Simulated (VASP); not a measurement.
OSZICAR of a VASP run on InSb (zinc blende):

### OSZICAR
```
       N       E                     dE             d eps       ncg     rms           ort
DAV:   1     0.101388613747E+03    0.10139E+03   -0.67616E+03   208   0.122E+03
DAV:   2    -0.350914723125E+00   -0.10174E+03   -0.99399E+02   208   0.279E+02
DAV:   3    -0.685760203261E+01   -0.65067E+01   -0.64753E+01   208   0.801E+01
DAV:   4    -0.702595920414E+01   -0.16836E+00   -0.16832E+00   208   0.153E+01
DAV:   5    -0.703252710760E+01   -0.65679E-02   -0.65678E-02   208   0.230E+00
SDA:   6    -0.680521898570E+01    0.22731E+00   -0.65678E-02   208   0.694E+00   0.000E+00
CGA:   7    -0.689011714775E+01   -0.84898E-01   -0.85152E-01   208   0.145E+00  -0.111E-02
CGA:   8    -0.692468526411E+01   -0.34568E-01   -0.34540E-01   208   0.136E-01   0.566E-03
CGA:   9    -0.692940489841E+01   -0.47196E-02   -0.47050E-02   208   0.527E-02   0.968E-04
CGA:  10    -0.693039979079E+01   -0.99489E-03   -0.99326E-03   208   0.174E-02  -0.684E-04
CGA:  11    -0.693084389017E+01   -0.44410E-03   -0.44307E-03   208   0.223E-03   0.211E-04
CGA:  12    -0.693091797871E+01   -0.74089E-04   -0.72877E-04   208   0.819E-04   0.111E-04
CGA:  13    -0.693093578574E+01   -0.17807E-04   -0.17638E-04   208   0.202E-04  -0.843E-05
CGA:  14    -0.693094224464E+01   -0.64589E-05   -0.61608E-05   208   0.355E-05   0.254E-05
CGA:  15    -0.693094397163E+01   -0.17270E-05   -0.15907E-05   208   0.144E-05   0.840E-06
SDA:  16    -0.693094478514E+01   -0.81351E-06   -0.93481E-06   208   0.182E-05  -0.440E-06
   1 F= -.69309448E+01 E0= -.69307662E+01  d E =-.357089E-03
```

Problem. Which electronic solver shows in the log?

Solution. It is blocked Davidson (ALGO = Normal, or the opening steps of other solvers) and then steepest descent (the opening step of the all-band solvers) and then all-band conjugate gradients (ALGO = All or Conjugate). The INCAR had ALGO = All.

Problem. Can the final energy be trusted as converged?

Solution. Self-consistency was reached. It stopped with EDIFF = 1E-6, NELM = 100 (PBE GGA, plane waves, VASP's PBE PAW potentials (set 64)).

The compound is InSb in the zinc blende structure. The cell was not relaxed at this level. The run is one of a series of settings (ALGO = All against the base run), some of them coarse on purpose.
